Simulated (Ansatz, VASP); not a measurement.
Si2B2C: VASP beside Ansatz

Contents of INCAR:

```
ALGO = Normal
EDIFF = 1E-7
ENCUT = 520
GGA = PE
ISIF = 2
ISMEAR = 0
ISPIN = 2
LASPH = T
LCHARG = F
LORBIT = 11
LREAL = F
LWAVE = F
MAGMOM = 0 0 0 0 1
NBANDS = 21
NELM = 150
PREC = Accurate
SIGMA = 0.1
```

Contents of KPOINTS:

```
k-points
0
Gamma
  6 6 2
```

Contents of POSCAR:

```
Si2B2C
1.0
    3.1739679900      0.0000000000      0.0000000000
   -1.5869840000      2.7487369100      0.0000000000
    0.0000000000      0.0000000000      7.5415544600
Si B C
2 2 1
Direct
    0.3333333300      0.6666666700      0.2800150100
    0.3333333300      0.6666666700      0.7199849900
    0.6666666700      0.3333333300      0.5000000000
    0.0000000000      0.0000000000      0.0000000000
    0.3333333300      0.6666666700      0.5000000000
```

Input for Ansatz:

```yaml
crystal:
  lattice:
    - [3.17396799, 0.0, 0.0]
    - [-1.586984, 2.74873691, 0.0]
    - [0.0, 0.0, 7.54155446]
  atoms:
    - { symbol: Si, position: [0.33333333, 0.66666667, 0.28001501] }
    - { symbol: Si, position: [0.33333333, 0.66666667, 0.71998499] }
    - { symbol: B, position: [0.66666667, 0.33333333, 0.5] }
    - { symbol: B, position: [0.0, 0.0, 0.0] }
    - { symbol: C, position: [0.33333333, 0.66666667, 0.5], spin: 1.0 }
basis:
  ecutwfc: 420
kpoints:
  mp_grid: { grid: [6, 6, 2] }
hamiltonian:
  xc: pbe
scf:
  occupations: { method: gaussian, width: 0.1 }
  lower_state_search: "off"
output:
  forces: true
  stress: true
  eigenvalues: true
  populations: true
magnetization:
  spin_polarized: true
```

Alike in both runs: task single point; functional PBE; k mesh 6 × 6 × 2; occupations gaussian, width 0.1 eV; collinear spin.

```csv
,VASP,Ansatz
version,VASP 6.6.1,Ansatz 0.2.0
potentials or method,"VASP PAW PBE potentials, release 64 (Si, B, C)","scalar-relativistic, plane waves, PAW"
plane-wave cutoff (eV),520,420
valence electrons in the cell,18,18
```

|  | VASP | Ansatz | Ansatz less VASP |
| --- | --- | --- | --- |
| gap on the k mesh at the Fermi level (eV) | none | none | - |
| pressure (GPa) | -2.3 | -2.1 | +0.19 |
| largest component of the traceless stress (GPa) | 40.90 | 41.12 | +0.222 |
| rms of the force components (eV/Å) | 2.910 | 2.927 | +0.0163 |
| net moment per atom (μB) | 0.00 | 0.00 | 0.000 |

Atom by atom the forces differ by 0.016 eV/Å (rms over components). A gap of «none» marks a metal or a gap that the smearing closes. Ansatz warned: «seeded_moment_not_kept».

Caveats: the k mesh is coarse (spacing up to 0.42 Å⁻¹), so the values aren't converged; forces of over 1 eV/Å show positions far from the minimum, so gaps and moduli don't describe the material at rest.
